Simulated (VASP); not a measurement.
# HPbNO4 (P1) in VASP: notebook

One crystal, HPbNO4, is run at these levels: PBE; tasks: density of states, optical spectrum, electric field gradients.

Everything below comes from runs of VASP 6.6.1. Logs are shortened: lines on timing, memory, paths and dates and some standing lists are left out, and cuts for length are marked.

## (1) Starting point

The typed cell holds 7 atoms: a = 3.857 Å, b = 4.338 Å, c = 5.984 Å, α = 81.87°, β = 83.26°, γ = 87.68°.

The cell was built by a generator and needn't be a form met in nature.

## (2) Density of states, PBE

POSCAR

```
HPbNO4
1.0
    3.8570700000      0.0017800000     -0.0365800000
    0.1735300000      4.3343600000     -0.0164700000
    0.7580300000      0.8387300000      5.8766200000
H Pb N O
1 1 1 4
Direct
    0.6151100000      0.8955900000      0.1984400000
    0.6459700000      0.4465100000      0.9168500000
    0.7147400000      0.2381000000      0.5005800000
    0.1695800000      0.4700700000      0.7776800000
    0.6291900000      0.9704500000      0.4984500000
    0.5642400000      0.9258300000      0.0384900000
    0.7802200000      0.4225000000      0.3195100000
```

INCAR.step1

```
PREC = Accurate
ENCUT = 520
EDIFF = 1E-6
ISMEAR = -1
SIGMA = 0.05
LREAL = False
LASPH = True
NELM = 100
ALGO = Normal
ISIF = 2
LWAVE = False
LCHARG = True
GGA = PE
NBANDS = 31
KPAR = 4
```

KPOINTS.step1

```
regular mesh
0
Gamma
  7 6 5
```

INCAR.step2

```
PREC = Accurate
ENCUT = 520
EDIFF = 1E-6
ISMEAR = -5
SIGMA = 0.05
LREAL = False
LASPH = True
NELM = 100
ALGO = Normal
ISIF = 2
LWAVE = False
LCHARG = False
GGA = PE
LORBIT = 10
NBANDS = 31
KPAR = 4
NEDOS = 2001
ICHARG = 11
```

KPOINTS.step2

```
regular mesh
0
Gamma
  11 9 8
```

Potentials or basis: VASP PAW PBE potentials, release 64 (H, Pb_d, N, O).

Run with:

```
cat potpaw_PBE.64/H/POTCAR potpaw_PBE.64/Pb_d/POTCAR potpaw_PBE.64/N/POTCAR potpaw_PBE.64/O/POTCAR > POTCAR
cp INCAR.step1 INCAR
cp KPOINTS.step1 KPOINTS
mpirun -np 4 vasp_std > vasp.out
cp INCAR.step2 INCAR
cp KPOINTS.step2 KPOINTS
mpirun -np 4 vasp_std > vasp.out
```

OUTCAR:

```text
PREC = Accurate
   ENCUT = 520
   EDIFF = 1E-6
   ISMEAR = -5
   LREAL = False
   LASPH = True
   NELM = 100
   ISIF = 2
   GGA = PE
   LORBIT = 10
   ICHARG = 11

 ion  position               nearest neighbor table
   1  0.615  0.896  0.198-   6 0.99
   2  0.646  0.447  0.917-   4 2.09   4 2.10   6 2.30   6 2.30   7 2.51   3 2.75
   3  0.715  0.238  0.501-   5 1.22   7 1.26   2 2.75
   4  0.170  0.470  0.778-   2 2.09   2 2.10
   5  0.629  0.970  0.498-   3 1.22
   6  0.564  0.926  0.038-   1 0.99   2 2.30   2 2.30
   7  0.780  0.422  0.320-   3 1.26   2 2.51

  LATTYP: Found a triclinic cell.
 ALAT       =     9.0022731292
 B/A-ratio  =     1.1034313029
 C/A-ratio  =     0.8320978899
 COS(alpha) =     0.0134657135
 COS(beta)  =     0.5861289562
 COS(gamma) =     0.8046043717

  Lattice vectors:

 A1 = (  -7.8876700000,  -4.3379200000,   0.0896300000)
 A2 = (  -7.1296400000,  -3.4991900000,   5.9662500000)
 A3 = (  -4.6151000000,  -0.8405100000,  -5.8400400000)

Analysis of symmetry for initial positions (statically):
=====================================================================
 Subroutine PRICEL returns:
 Original cell was already a primitive cell.

 Routine SETGRP: Setting up the symmetry group for a
 triclinic supercell.

 Subroutine GETGRP returns: Found  1 space group operations
 (whereof  1 operations were pure point group operations)
 out of a pool of  2 trial point group operations.

The static configuration has the point symmetry C_1 .

Analysis of symmetry for dynamics (positions and initial velocities):
=====================================================================
 Subroutine PRICEL returns:
 Original cell was already a primitive cell.

 Routine SETGRP: Setting up the symmetry group for a
 triclinic supercell.

 Subroutine GETGRP returns: Found  1 space group operations
 (whereof  1 operations were pure point group operations)
 out of a pool of  2 trial point group operations.

The dynamic configuration has the point symmetry C_1 .

 Subroutine INISYM returns: Found  1 space group operations
 (whereof  1 operations are pure point group operations),
 and found     1 'primitive' translations

----------------------------------------------------------------------------------------

                                     Primitive cell

[... 117 lines left out ...]
   ISMEAR =    -5;   SIGMA  =   0.05  broadening in eV -4-tet -1-fermi 0-gaus
   EFERMI_NEDOS =   21; number of points for ismear=-14 and -15
   IALGO  =     38    algorithm
   IMIX   =      4    mixing-type and parameters
     AMIX     =   0.40;   BMIX     =  1.00
     AMIX_MAG =   1.60;   BMIX_MAG =  1.00
  volume/ion in A,a.u.               =      14.06        94.87
  Fermi-wavevector in a.u.,A,eV,Ry     =   1.251827  2.365609 21.321279  1.567070
  Thomas-Fermi vector in A             =   2.385756
   LORBIT       =     10    0 simple, 1 ext, 2 COOP (PROOUT), +10 PAW based schemes
   GGA     = PE    functional components
   LHFCALC =     F    Hartree Fock is set to
   AEXX    =    0.0000 exact exchange contribution
   IVDW    =     0    specifies the selected vdW correction
   LEPSILON=     F    determine dielectric tensor
   LRPA    =     F    only Hartree local field effects (RPA)
 non-spin polarized calculation
 Fermi weights with tetrahedron method with Bloechl corrections
  energy-cutoff  :      520.00
  volume of cell :       98.41
 maximum number of plane-waves:      2671
 NGX is ok and might be reduce to    30

 number of electron      43.9999991 magnetization

 Free energy of the ion-electron system (eV)
  ---------------------------------------------------
  ext. energy  EPLUGINS =         0.00000000
  ---------------------------------------------------
  free energy    TOTEN  =       -38.65006401 eV

  energy without entropy =      -38.65006401  energy(sigma->0) =      -38.65006401

 E-fermi :   0.8291     XC(G=0):  -8.7843

 val. band max:        0.8255766348   @ k =  -0.4545  -0.2222   0.1250
 cond. band min:       1.0307143150   @ k =   0.0000  -0.0000   0.5000
 fundamental gap:      0.2051376801
 Fermi energy:         0.8291456298

 k-point     1 :       0.0000    0.0000    0.0000
  band No.  band energies     occupation
      1     -24.0632      2.00000
      2     -19.7039      2.00000
      3     -17.7137      2.00000
      4     -17.2233      2.00000
      5     -15.0652      2.00000
      6     -14.9642      2.00000
[... 805 lines left out ...]
     30      11.6308      0.00000
     31      12.0710      0.00000

 [... further k-points ...]

------------------------ aborting loop because EDIFF is reached ----------------------------------------

  FORCE on cell =-STRESS in cart. coord.  units (eV):
  Direction    XX          YY          ZZ          XY          YZ          ZX
  --------------------------------------------------------------------------------------
  -------------------------------------------------------------------------------------
  Total        0.1007695      0.7293988      0.3218375      0.2524410     -0.2601552     -0.0545098
  in kB        1.6405713     11.8749273      5.2396532      4.1098481     -4.2354389     -0.8874428
  external PRESSURE =       6.2517173 kB  Pullay stress =       0.0000000 kB

 VOLUME and BASIS-vectors are now :
 -----------------------------------------------------------------------------
  energy-cutoff  :      520.00
  volume of cell :       98.41
      direct lattice vectors                 reciprocal lattice vectors
     3.857070000  0.001780000 -0.036580000     0.258966393 -0.010489196 -0.031907234
     0.173530000  4.334360000 -0.016470000    -0.000418053  0.230606447 -0.032858965
     0.758030000  0.838730000  5.876620000     0.001610808  0.000581013  0.169875140

 POSITION                                       TOTAL-FORCE (eV/Angst)
 -----------------------------------------------------------------------------------
      2.67836      4.04934      1.12891         0.026578     -0.007987      0.095899
      3.26403      2.70547      5.35700        -0.001308      0.005376     -0.003118
      3.17757      1.45313      2.91165         0.132427      0.356090      0.307621
      1.32516      2.69002      4.55618        -0.001779     -0.002375     -0.023037
      2.97307      4.62546      2.89020        -0.188902     -0.593134      0.035048
      2.36615      4.04617      0.19030        -0.021237      0.002701     -0.072524
      3.32488      2.10064      1.84214         0.054221      0.239330     -0.339888
 -----------------------------------------------------------------------------------
    total drift:                                0.000687      0.001408     -0.002509

  FREE ENERGIE OF THE ION-ELECTRON SYSTEM (eV)
  ---------------------------------------------------
  free  energy   TOTEN  =       -38.6500640149 eV

  energy  without entropy=      -38.6500640149  energy(sigma->0) =      -38.65006401

 total charge

# of ion       s       p       d       tot
------------------------------------------
    1        0.590   0.123   0.000   0.713
    2        1.160   0.667   9.951  11.779
    3        1.282   2.481   0.000   3.763
    4        1.593   3.310   0.000   4.903
    5        1.604   3.471   0.000   5.075
    6        1.571   3.484   0.000   5.056
    7        1.600   3.454   0.000   5.053
--------------------------------------------------
tot          9.400  16.990   9.951  36.341
```

OUTCAR.step1:

```text
PREC = Accurate
   ENCUT = 520
   EDIFF = 1E-6
   ISMEAR = -1
   LREAL = False
   LASPH = True
[... 1062 lines left out ...]
      2.97307      4.62546      2.89020        -0.189636     -0.592845      0.036683
      2.36615      4.04617      0.19030        -0.021584      0.002657     -0.073814
      3.32488      2.10064      1.84214         0.054170      0.241533     -0.338584
 -----------------------------------------------------------------------------------
    total drift:                                0.000747      0.001410     -0.002038

  FREE ENERGIE OF THE ION-ELECTRON SYSTEM (eV)
  ---------------------------------------------------
  free  energy   TOTEN  =       -38.6502712764 eV

  energy  without entropy=      -38.6493368617  energy(sigma->0) =      -38.64980407
```

OSZICAR.step1:

```text
N       E                     dE             d eps       ncg     rms          rms(c)
DAV:   1     0.475037745005E+03    0.47504E+03   -0.22348E+04  6572   0.150E+03
DAV:   2     0.138954308994E+02   -0.46114E+03   -0.43165E+03  7324   0.418E+02
DAV:   3    -0.412793749458E+02   -0.55175E+02   -0.54027E+02  8604   0.154E+02
DAV:   4    -0.430620467337E+02   -0.17827E+01   -0.17756E+01  7884   0.310E+01
DAV:   5    -0.431304437625E+02   -0.68397E-01   -0.68367E-01  8878   0.593E+00    0.139E+01
DAV:   6    -0.389699307678E+02    0.41605E+01   -0.16888E+01 10516   0.382E+01    0.677E+00
DAV:   7    -0.387599170576E+02    0.21001E+00   -0.39111E+00  8412   0.120E+01    0.370E+00
DAV:   8    -0.386758714498E+02    0.84046E-01   -0.90536E-01  9678   0.560E+00    0.233E+00
DAV:   9    -0.386475279456E+02    0.28344E-01   -0.13947E-01  9208   0.273E+00    0.529E-01
DAV:  10    -0.386497460176E+02   -0.22181E-02   -0.18519E-02  8910   0.930E-01    0.178E-01
DAV:  11    -0.386499637547E+02   -0.21774E-03   -0.17449E-03  9653   0.272E-01    0.965E-02
DAV:  12    -0.386502365393E+02   -0.27278E-03   -0.62068E-04  7517   0.163E-01    0.290E-02
DAV:  13    -0.386502605883E+02   -0.24049E-04   -0.95435E-05  8165   0.687E-02    0.142E-02
DAV:  14    -0.386502693790E+02   -0.87906E-05   -0.22365E-05  7811   0.320E-02    0.641E-03
DAV:  15    -0.386502711286E+02   -0.17496E-05   -0.46537E-06  7992   0.140E-02    0.276E-03
DAV:  16    -0.386502712764E+02   -0.14779E-06   -0.48955E-07  5239   0.483E-03
   1 F= -.38650271E+02 E0= -.38649804E+02  d E =-.934415E-03
```

It took 2.5 min on 4 MPI ranks of Intel Xeon 6975P-C (Granite Rapids), shared host; peak memory 1 GiB.

What came out:

```yaml
Valence_electrons_inside_the_program's_atomic_spheres: H 0.71; Pb 11.78; N 3.76; O 4.90, 5.08, 5.06, 5.05
```

States per cell in windows of 0.5 eV (zero at the valence-band top; states under -8 eV left out):
```
from (eV)  total  O4_p  O6_p  O5_p  O7_p  N3_p  Pb2_p
     -8.0   1.19  0.02  0.05  0.22  0.17  0.17   0.01
     -7.5   0.93  0.03  0.02  0.18  0.16  0.17   0.01
     -7.0   3.15  0.03  0.04  0.60  0.48  0.88   0.01
     -6.5   1.25  0.04  0.09  0.20  0.14  0.22   0.01
     -6.0   0.69  0.03  0.12  0.05  0.05  0.07   0.01
     -5.5   0.54  0.01  0.24  0.01  0.02  0.02   0.02
     -5.0   1.11  0.03  0.47  0.02  0.03  0.04   0.04
     -4.5   0.30  0.03  0.10  0.00  0.00  0.00   0.01
     -4.0   0.06  0.01  0.02  0.00  0.00  0.00   0.01
     -3.5   1.57  0.44  0.34  0.04  0.05  0.01   0.22
     -3.0   1.24  0.19  0.14  0.20  0.22  0.01   0.07
     -2.5   2.38  0.27  0.22  0.49  0.59  0.01   0.06
     -2.0   2.55  0.30  0.34  0.46  0.64  0.01   0.04
     -1.5   2.27  0.48  0.83  0.12  0.11  0.01   0.02
     -1.0   2.37  1.09  0.26  0.13  0.09  0.04   0.02
     -0.5   1.69  0.24  0.10  0.34  0.20  0.20   0.03
      0.0   0.05  0.02  0.00  0.00  0.00  0.00   0.00
      0.5   0.28  0.08  0.02  0.02  0.02  0.02   0.00
      1.0   0.78  0.18  0.07  0.05  0.07  0.05   0.02
      1.5   0.53  0.13  0.07  0.02  0.03  0.02   0.02
      2.0   0.28  0.06  0.05  0.01  0.01  0.02   0.01
      2.5   2.19  0.07  0.04  0.40  0.32  0.73   0.01
      3.0   0.07  0.01  0.00  0.01  0.01  0.02   0.00
      3.5   0.00  0.00  0.00  0.00  0.00  0.00   0.00
      4.0   0.00  0.00  0.00  0.00  0.00  0.00   0.00
      4.5   0.00  0.00  0.00  0.00  0.00  0.00   0.00
      5.0   0.17  0.01  0.00  0.00  0.01  0.00   0.06
      5.5   0.61  0.02  0.01  0.01  0.02  0.02   0.21
      6.0   1.13  0.06  0.03  0.02  0.04  0.02   0.37
      6.5   0.88  0.06  0.05  0.01  0.03  0.01   0.23
      7.0   1.17  0.09  0.07  0.02  0.02  0.02   0.24
      7.5   0.78  0.05  0.04  0.01  0.02  0.02   0.18
```

Caveat: the standard files for N, O and F lose accuracy on very short bonds.

## (3) Optical spectrum, PBE

INCAR

```
SYSTEM = HPbNO4
PREC     = Accurate       ! precision mode
ENCUT    = 520            ! plane-wave cutoff, eV
EDIFF    = 1E-6           ! SCF threshold, eV
ISMEAR   = -1             ! smearing method
SIGMA    = 0.05           ! smearing width, eV
LREAL    = .False.        ! projectors in reciprocal space
LASPH    = .True.         ! aspherical terms in the spheres
NELM     = 100            ! most SCF steps
ALGO     = Normal         ! electronic algorithm
ISIF     = 2              ! what is computed and relaxed
LWAVE    = .False.        ! write WAVECAR
LCHARG   = .False.        ! write CHGCAR
GGA      = PE             ! functional
LOPTICS  = .True.         ! frequency-dependent dielectric function
NBANDS   = 70             ! bands
NEDOS    = 1000           ! points of the DOS
CSHIFT   = 0.1          
KPAR     = 4
```

KPOINTS

```
Automatic mesh
0
Gamma
  7 6 5
  0 0 0
```

POSCAR is that of step 2.

Potentials or basis: VASP PAW PBE potentials, release 64 (H, Pb_d, N, O).

Run with:

```
cat potpaw_PBE.64/H/POTCAR potpaw_PBE.64/Pb_d/POTCAR potpaw_PBE.64/N/POTCAR potpaw_PBE.64/O/POTCAR > POTCAR
mpirun -np 4 vasp_std > vasp.out
```

OUTCAR:

```text
SYSTEM = HPbNO4
   PREC = Accurate
   ENCUT = 520
   EDIFF = 1E-6
   ISMEAR = -1
   LREAL = .False.
   LASPH = .True.
   NELM = 100
   ISIF = 2
   GGA = PE

 ion  position               nearest neighbor table
   1  0.615  0.896  0.198-   6 0.99
   2  0.646  0.447  0.917-   4 2.09   4 2.10   6 2.30   6 2.30   7 2.51   3 2.75
   3  0.715  0.238  0.501-   5 1.22   7 1.26   2 2.75
   4  0.170  0.470  0.778-   2 2.09   2 2.10
   5  0.629  0.970  0.498-   3 1.22
   6  0.564  0.926  0.038-   1 0.99   2 2.30   2 2.30
   7  0.780  0.422  0.320-   3 1.26   2 2.51

  LATTYP: Found a triclinic cell.
 ALAT       =     9.0022731292
 B/A-ratio  =     1.1034313029
 C/A-ratio  =     0.8320978899
 COS(alpha) =     0.0134657135
 COS(beta)  =     0.5861289562
 COS(gamma) =     0.8046043717

[... 1139 lines left out ...]
     2.14504     4.40699     3.55347     5.37375     0.07251    -0.08226     1.14162
     2.86005     2.55267     3.56579     1.53608     0.47179    -0.49629     0.03892
     3.57507     4.34472     2.72796     1.65866     0.10014    -0.58374     0.63310
[... 92 lines left out ...]
    70.07132     0.00033     0.00033     0.00033     0.00005    -0.00001     0.00010
    70.78634     0.00031     0.00032     0.00032     0.00005    -0.00001     0.00010

  frequency dependent      REAL DIELECTRIC FUNCTION (independent particle, no local field effects) density-density
     E(ev)        X           Y           Z          XY          YZ          ZX
  --------------------------------------------------------------------------------------------------------------
     0.00000    11.20250     8.50480    12.87041     0.82201     8.81905    -5.97350
     0.71501     7.17339     6.81083     7.96358     0.42831    -0.84257     1.32214
     1.43003     6.88765     7.03565     8.04365     0.45285    -1.28926     1.85509
     2.14504     2.27928     3.71779    -0.65471     0.18787    -1.98059    -1.09543
     2.86005     3.27960     3.42193     1.02338     0.04469    -1.04888    -0.10103
     3.57507     4.10529     2.94150     1.77928     0.12969    -0.70855    -0.42480
[... 92 lines left out ...]
    70.07132     0.90744     0.90405     0.90510    -0.00125     0.00160    -0.00023
    70.78634     0.90974     0.90639     0.90742    -0.00123     0.00158    -0.00022

  frequency dependent IMAGINARY DIELECTRIC FUNCTION (independent particle, no local field effects) current-current
     E(ev)      X         Y         Z        XY        YZ        ZX
  --------------------------------------------------------------------------------------------------------------
     0.00000    30.21304    21.78052    35.23800     2.64987    17.95363    -6.94412
     0.71501     9.63325     6.11526    12.77286     0.24177     6.51025     1.58055
     1.43003     7.45520     5.34167    12.09400     0.72748     2.44962     1.64275
     2.14504     4.49131     3.78184     5.14780     0.09146    -0.28128     1.00026
     2.86005     2.71681     3.72919     1.53379     0.47090    -0.56646     0.03586
     3.57507     4.54774     2.83340     1.70206     0.10694    -0.62194     0.60881
[... 92 lines left out ...]
    70.07132     0.00006     0.00006     0.00006     0.00005    -0.00000     0.00010
    70.78634     0.00006     0.00006     0.00006     0.00005    -0.00000     0.00010

  frequency dependent      REAL DIELECTRIC FUNCTION (independent particle, no local field effects) current-current
     E(ev)        X           Y           Z          XY          YZ          ZX
  --------------------------------------------------------------------------------------------------------------
     0.00000    11.07648     8.45703    12.73076     0.76830     2.86041     1.54295
     0.71501     4.23580     5.06601     3.81233     0.41964    -3.35746     0.49671
     1.43003     5.82952     6.33708     6.18248     0.32925    -1.69769     1.60067
     2.14504     1.85160     3.38908    -1.17914     0.20125    -1.94500    -1.23767
     2.86005     3.11157     3.15880     0.93961     0.00552    -1.00417    -0.10736
     3.57507     3.84887     2.79195     1.68923     0.12513    -0.67053    -0.47232
[... 92 lines left out ...]
    70.07132     0.90745     0.90405     0.90511    -0.00125     0.00162    -0.00024
    70.78634     0.90974     0.90639     0.90743    -0.00123     0.00159    -0.00024
```

Run time: 2.5 min. Hardware: 4 MPI ranks of Intel Xeon 6975P-C (Granite Rapids), shared host; peak memory 1.1 GiB.

What came out:

* Free energy: -38.6503 eV
* Pressure: 0.6 GPa
* Largest force: 0.624 eV/Å
* Band gap on the k mesh: 0.36 eV, indirect (least direct gap 0.59 eV)

Forces on the atoms (eV/Å):
```
H    0.027 -0.008  0.097
Pb  -0.001  0.005 -0.003
N    0.133  0.352  0.304
O   -0.002 -0.001 -0.022
O   -0.190 -0.593  0.037
O   -0.022  0.003 -0.074
O    0.054  0.242 -0.339
```

Stress tensor (GPa, compression positive):
```
 0.12  0.42 -0.09
 0.42  1.21 -0.43
-0.09 -0.43  0.54
```

Levels at points of the mesh, in eV from the valence-band top:
```tsv
k point	band 20	band 21	band 22	band 23	band 24	band 25
(0.00, 0.00, 0.00)	-1.13	-0.96	-0.64	1.19	2.90	5.22
(0.00, 0.50, 0.00)	-1.17	-0.87	-0.45	1.54	2.94	5.69
```

Dielectric function (mean over the directions given):
| energy (eV) | real part | imaginary part |
| --- | --- | --- |
| 0.29 | 11.76 | 0.98 |
| 0.93 | 5.56 | 3.98 |
| 1.57 | 4.76 | 7.87 |
| 2.29 | 1.67 | 3.66 |
| 2.93 | 2.63 | 2.54 |
| 3.65 | 2.86 | 3.07 |
| 4.29 | 2.66 | 2.70 |
| 5.01 | 1.77 | 2.62 |
| 5.65 | 0.41 | 1.34 |
| 6.36 | 1.70 | 1.45 |
| 7.01 | 1.99 | 1.51 |
| 7.72 | 1.87 | 1.84 |
| 8.37 | 1.69 | 1.68 |
| 9.08 | 1.47 | 1.76 |
| 9.72 | 0.92 | 1.80 |
| 10.44 | 1.44 | 1.26 |
| 11.08 | 1.54 | 1.33 |
| 11.80 | 1.50 | 1.61 |
| 12.44 | 1.53 | 1.54 |
| 13.16 | 1.08 | 2.34 |
| 13.80 | 0.84 | 1.42 |
| 14.51 | 0.86 | 1.34 |
| 15.16 | 0.88 | 1.31 |
| 15.87 | 0.93 | 1.21 |
| 16.52 | 0.91 | 1.33 |
| 17.23 | 0.75 | 1.40 |
| 17.88 | 0.52 | 1.32 |
| 18.59 | 0.43 | 1.14 |
| 19.23 | 0.43 | 0.90 |
| 19.95 | 0.52 | 0.77 |

Caveat: the standard files for N, O and F lose accuracy on very short bonds; spectra need much finer meshes, so this one isn't converged; independent-particle spectra lack excitons; spin-orbit coupling is left out, which as a rule narrows the gap of such compounds by several tenths of an eV; an odd mesh through Γ misses points on the zone boundary, where band edges often lie. PBE gaps usually lie below the measured ones, often by a third to a half.

[end of part 1 of 2]
